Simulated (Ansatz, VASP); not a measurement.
# ZnSe (Stilleite) in two plane-wave programs, part 3 of 3

Aim: how closely do two programs agree when they are given the same cell, functional and k mesh? The cell is taken from a series of runs on this material, whose earlier steps may have relaxed, scaled, displaced or heated it; both programs get it as it stands.

VASP 6.6.1 and Ansatz 0.2.0.

So far: Starting point; Ansatz: zone-centre phonons, LDA, pair 1; VASP: zone-centre phonons, LDA, pair 1; Differences.

## 5. VASP: zone-centre phonons, LDA, pair 2

Level of this step: LDA; plane waves and PAW (Zn, Se) (VASP).

Second derivatives magnify differences that forces hide, and they need a tight electronic threshold. The cell compared in this pair holds 42.71 Å³, against 42.28 Å³ for the pair before.

Contents of INCAR:

```
SYSTEM = ZnSe
PREC = Accurate
ENCUT = 500
EDIFF = 1E-08
NELM = 120
ISMEAR = 0
SIGMA = 0.01
LREAL = .FALSE.
ALGO = Normal
GGA = CA
NBANDS = 15
LORBIT = 11
LWAVE = .FALSE.
LCHARG = .FALSE.
ISIF = 2
IBRION = 8
LEPSILON = .TRUE.
LASPH = .TRUE.
GGA_COMPAT = .FALSE.
EFERMI = MIDGAP
KPAR = 2
```

Contents of POSCAR:

```
ZnSe
1.0
    0.0000000000      2.7743654066      2.7743654066
    2.7743654066      0.0000000000      2.7743654066
    2.7743654066      2.7743654066      0.0000000000
Zn Se
1 1
Direct
    0.0000000000      0.0000000000      0.0000000000
    0.7500000000      0.7500000000      0.7500000000
```

Contents of KPOINTS:

```
Automatic mesh
0
Gamma
12 12 12
0 0 0
```

Potentials, in the order of the species: Zn and Se (LDA family, release 64).

On the command line:

```bash
$ mpirun -np 2 vasp_std
```

Numbers of over 12 decimals in the logs are rounded to 6 here.

Log:

```text
[... set-up lines as in an earlier step ...]
 entering main loop
       N       E                     dE             d eps       ncg     rms          rms(c)
DAV:   1     0.843150799542E+02    0.84315E+02   -0.86872E+03  2168   0.135E+03
DAV:   2    -0.228679330369E+01   -0.86602E+02   -0.81583E+02  2391   0.258E+02
DAV:   3    -0.763742509406E+01   -0.53506E+01   -0.53279E+01  2629   0.632E+01
DAV:   4    -0.768368368060E+01   -0.46259E-01   -0.46252E-01  2587   0.623E+00
[...]
DAV:  12    -0.737059649654E+01   -0.18866E-07   -0.27672E-06  2580   0.126E-02    0.124E-03
DAV:  13    -0.737059652100E+01   -0.24459E-07   -0.10551E-07  2622   0.265E-03    0.478E-04
DAV:  14    -0.737059652198E+01   -0.98566E-09   -0.92507E-10  1556   0.419E-04
   1 F= -.73705965E+01 E0= -.73705965E+01  d E =0.000000E+00
 Linear response reoptimize wavefunctions to high precision
DAV:   1    -0.737059652105E+01    0.93632E-09   -0.14781E-09  1990   0.728E-04
DAV:   2    -0.737059652107E+01   -0.22510E-10   -0.42738E-10  1290   0.152E-04
 Linear response G [H, r] |phi>, progress :
  Direction:   1
[...]
RMM:   9    -0.210530618221E+00   -0.62621E-08    0.42557E-09 16699   0.359E-05    0.436E-06
 first order change of Fermi-energy   0.13193E+00
 force on displaced ion       1 direction 1 :  -6.539   0.000   0.000
 Born effective charge ion    1 direction 1 :   1.951   0.000   0.000
 Linear response progress:
  Degree of freedom:   2/  2
       N       E                     dE             d eps       ncg     rms          rms(c)
RMM:   1    -0.824434960365E-01   -0.82443E-01    0.10569E-01 20148   0.178E+00
RMM:   2    -0.818519706046E-01    0.59153E-03   -0.32170E-03 13344   0.511E-01    0.123E-01
RMM:   3    -0.820313605849E-01   -0.17939E-03   -0.18301E-04 14756   0.106E-01    0.676E-02
RMM:   4    -0.823294984683E-01   -0.29814E-03   -0.50839E-05 14926   0.456E-02    0.833E-03
[...]
RMM:   9    -0.823240676428E-01   -0.16447E-06   -0.17575E-08 15524   0.890E-05    0.123E-05
RMM:  10    -0.823239714331E-01    0.96210E-07    0.18918E-09 15644   0.216E-05    0.354E-06
RMM:  11    -0.823239806369E-01   -0.92039E-08   -0.25923E-09 13714   0.781E-06    0.205E-06
 first order change of Fermi-energy  -0.13173E+00
 force on displaced ion       2 direction 1 :  -6.590   0.000   0.000
 Born effective charge ion    2 direction 1 :  -1.956   0.000   0.000
 Born effective charges drift removed
 Linear response finished
```

From OUTCAR (step 5):

```text
  Total        0.2996033      0.2996033      0.2996033      0.0000000      0.0000000     -0.0000000
  in kB       11.2392217     11.2392217     11.2392217      0.0000000      0.0000000     -0.0000000
  external PRESSURE =      11.2392217 kB  Pullay stress =       0.0000000 kB

 POSITION                                       TOTAL-FORCE (eV/Angst)
 -----------------------------------------------------------------------------------
      0.00000      0.00000      0.00000        -0.000000     -0.000000     -0.000000
      4.16155      4.16155      4.16155         0.000000      0.000000      0.000000
 -----------------------------------------------------------------------------------
    total drift:                                0.000000      0.000000     -0.000000

 MACROSCOPIC STATIC DIELECTRIC TENSOR (including local field effects in DFT)
 ------------------------------------------------------
           7.484795     0.000000     0.000000
           0.000000     7.484795    -0.000000
          -0.000000     0.000000     7.484795
 ------------------------------------------------------

 MACROSCOPIC STATIC DIELECTRIC TENSOR IONIC CONTRIBUTION
 ------------------------------------------------------
           2.465135    -0.000000    -0.000000
          -0.000000     2.465135    -0.000000
          -0.000000    -0.000000     2.465135
 ------------------------------------------------------

[... 1 part as in an earlier step ...]

[... 1 further part left out ...]
```

## 6. Ansatz: zone-centre phonons, LDA, pair 2

The same cell, functional (in two slightly different forms) and mesh now go to Ansatz, which takes its cutoff from its data sets.

The cell is taken from a series of runs on this material, whose earlier steps may have relaxed, scaled, displaced or heated it; both programs get it as it stands.

Contents of input.yaml:

```yaml
crystal:
  lattice:
    - [0.0, 2.7743654066, 2.7743654066]
    - [2.7743654066, 0.0, 2.7743654066]
    - [2.7743654066, 2.7743654066, 0.0]
  atoms:
    - { symbol: Zn, position: [0.0, 0.0, 0.0] }
    - { symbol: Se, position: [0.75, 0.75, 0.75] }
kpoints:
  mp_grid: { grid: [12, 12, 12] }
hamiltonian:
  xc: lda
  pseudopotentials: { kind: paw, azcp: { folder: soft_1 }, xc_functional: pbe }
scf:
  occupations: { method: fixed }
output:
  eigenvalues: true
phonons:
  method: dfpt
  dielectric: true
  rigid_motions: translations
```

On the command line:

```bash
$ ansatz run input.yaml --threads 4 --pin off --max-ram 10240MiB --backend cpu --events-out ev --progress --plain --runs-dir out
```

Log:

```text
[...]
Crystal: 2 atoms, lattice volume = 42.709 Å³
Basis set: ecut = 420 eV, 869 PW (Γ), exchange–correlation on 54×54×54 points (8 copies of the dense FFT grid, shifted against one another)
Bands: 18, of which v1, the nominal top of the filled ones, is band 14 counted from 1 (13 counted from 0)
Symmetry: 24 space group operations
k-points: 280 of 1728 (irreducible under 4 space group operations, time reversal used)
[...]
optical modes at Γ + LO–TO along q̂ = [1.0000, 0.0000, 0.0000]:
      ω (cm⁻¹)  modes    IR ((D/Å)²/amu)
[...]
optical modes at Γ + LO–TO along q̂ = [0.0000, 1.0000, 0.0000]:
      ω (cm⁻¹)  modes    IR ((D/Å)²/amu)
        221.54      2             4.9183
        255.93      1             2.4591
  optical modes at Γ + LO–TO along q̂ = [0.0000, 0.0000, 1.0000]:
      ω (cm⁻¹)  modes    IR ((D/Å)²/amu)
        221.54      2             4.9183
        255.93      1             2.4591
[key lines of the parts left out:]
SCF converged after 10 iterations
Free energy (F): -8630.860524 eV
Fermi energy:    7.101408 eV
```

## 7. Comparison

What differs besides the data sets and the points named for the pairs above, as far as they apply: the data sets hold 28 valence electrons in Ansatz (on its PAW soft_1 files) and 18 in VASP. Total energies have different zeros and are not compared.

The two programs side by side:

| quantity | Ansatz | VASP | difference |
| --- | --- | --- | --- |
| ε∞ xx | 7.48 | 7.48 | -0.08 % |
| ε∞ yy | 7.48 | 7.48 | -0.08 % |
| ε∞ zz | 7.48 | 7.48 | -0.08 % |
| Born charge of Zn1 (mean of the diagonal) (e) | 1.95 | 1.95 | 0.00 |
| Born charge of Se2 (mean of the diagonal) (e) | -1.95 | -1.95 | 0.00 |
| optical mode 1 to 3 (cm⁻¹) | 221.5 | 223.4 | -0.81 % |

Modes are paired by rising frequency, not by their patterns, so a pair may set unlike modes beside each other; they are those without the splitting of longitudinal modes.

## 8. Results

```json
{
  "r.m.s. difference of the optical zone-centre modes, each program's sorted by frequency (zone-centre phonons, LDA, pair 1)": "2.2 cm⁻¹",
  "difference in optical mode 1 to 3 (zone-centre phonons, LDA, pair 1)": "-1.0 %",
  "r.m.s. difference of the optical zone-centre modes, each program's sorted by frequency (zone-centre phonons, LDA, pair 2)": "1.8 cm⁻¹",
  "difference in optical mode 1 to 3 (zone-centre phonons, LDA, pair 2)": "-0.8 %"
}
```

What this shows: The r.m.s. difference of the optical zone-centre modes, each program's sorted by frequency is 2.2 cm⁻¹ (zone-centre phonons, LDA, pair 1). The data sets hold unlike numbers of valence electrons (28 in Ansatz and 18 in VASP), so part of the differences comes from the potentials. Among the rows given in per cent, the largest difference of the zone-centre phonons, LDA, pair 1 pair is in optical mode 1 to 3, -1.0 %. Among the rows given in per cent, the largest difference of the zone-centre phonons, LDA, pair 2 pair is in optical mode 1 to 3, -0.8 %. Such differences can come from data sets, numerical settings and the points named under the comparisons, not from the functional's error against experiment.

[Lines on the potential files, build, host, timing and source positions are cut from VASP's logs without a mark.]

[Logs are printed without paths, hosts, clocks, repeated set-up lines and the standing remarks that a program may print on its own settings, such as how far it seeks lower states.]

[Hosts, paths, dates, database ids (printed as entryN), source tags and the programs' standing remarks are cut or masked in the printed files.]
